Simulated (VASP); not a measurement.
The cell holds one CsCl (CsCl type) (110) slab, with vacuum along c, ions free to move until forces fall under 0.03 eV/Å, no reconstruction beyond this cell, dipole correction on. Ionisation potential and electron affinity count from the cell's own band edges, surface states included.

Here is the system:

```yaml
crystal:
  lattice:
    - [5.75879, 0.00000, 0.00000]
    - [0.00000, 4.07208, 0.00000]
    - [0.00000, 0.00000, 26.34311]
  atoms:
    - { symbol: Cs, position: [0.25000, 0.00000, 0.33691] }
    - { symbol: Cs, position: [0.75000, 0.00000, 0.44451] }
    - { symbol: Cs, position: [0.25000, 0.00000, 0.55549] }
    - { symbol: Cs, position: [0.75000, 0.00000, 0.66309] }
    - { symbol: Cl, position: [0.75000, 0.50000, 0.33680] }
    - { symbol: Cl, position: [0.25000, 0.50000, 0.44402] }
    - { symbol: Cl, position: [0.75000, 0.50000, 0.55598] }
    - { symbol: Cl, position: [0.25000, 0.50000, 0.66320] }
```

Method: PBEsol GGA, VASP's PBE PAW potentials (set 64) (plane waves; VASP). Numerical set-up: 400 eV cut-off, 4×5×1 Γ-centred mesh, Gaussian smearing of 0.050 eV, potentials Cs_sv Cl.

Slab and bulk use different k-meshes, so the surface energy is good to a few per cent at best. Unless said otherwise, spin-orbit coupling is left out, though it shifts the bands of the heavy elements here.

Task: Predict its surface energy, ionisation potential, electron affinity, band gap (on the k-mesh).

Result: 
```json
{
  "surface_energy": "10 meV/Å²",
  "ionisation_potential": "5.46 eV",
  "electron_affinity": "0.97 eV",
  "band gap (on the k-mesh)": "4.49 eV"
}
```

The cell is a thin slab with vacuum, built from CsCl (CsCl type): (110) face.
